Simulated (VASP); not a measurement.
YbTl2BrO4, 8 atoms in the cell. It takes space group P4/mmm (No. 123, tetragonal). Conventional cell: a = 3.831 Å, b = 3.831 Å, c = 9.087 Å, α = 90.00°, β = 90.00°, γ = 90.00°. Br (site symmetry 4/mmm) is surrounded by 8 Tl at 3.42 Å and 8 O at 3.72 Å and 4 Br at 3.83 Å. Around Tl (site symmetry 4mm) lie 4 O at 2.21 Å. O (site symmetry 2mm) has 2 Tl at 2.21 Å and 2 Yb at 2.35 Å as nearest neighbours. Around Yb (site symmetry 4/mmm) lie 8 O at 2.35 Å. The cell was built by a generator and needn't be a form met in nature.

* Program: VASP 6.6.1
* Task: single point
* Functional: r2SCAN
* Potentials or basis: VASP PAW PBE potentials, release 64 (Br, Tl_d, O, Yb)
* Cutoff: 520 eV
* k mesh: 5 × 5 × 2
* Occupations: fermi-dirac, width 0.1 eV
* Spin: no spin polarisation
* Dipole correction: no
* Further INCAR settings: ALGO = Normal; EDIFF = 1e-06; NBANDS = 50

Potentials or basis: VASP PAW PBE potentials, release 64 (Br, Tl_d, O, Yb).

The run is started by

```sh
$ cat potpaw_PBE.64/Br/POTCAR potpaw_PBE.64/Tl_d/POTCAR potpaw_PBE.64/O/POTCAR potpaw_PBE.64/Yb/POTCAR > POTCAR
$ cp INCAR.step1 INCAR
$ mpirun -np 1 vasp_std > vasp.out
$ cp INCAR.step2 INCAR
$ mpirun -np 1 vasp_std > vasp.out
```

Hardware: 1 thread of AMD EPYC 9R45 96-Core Processor (Zen 5) (shared host).

Task: How long does it take, and how much memory?

Result: It took 12 min on 1 thread of AMD EPYC 9R45 96-Core Processor (Zen 5), on a shared host, peak memory 0.27 GiB. Counts: scf iterations 38, k points 12.
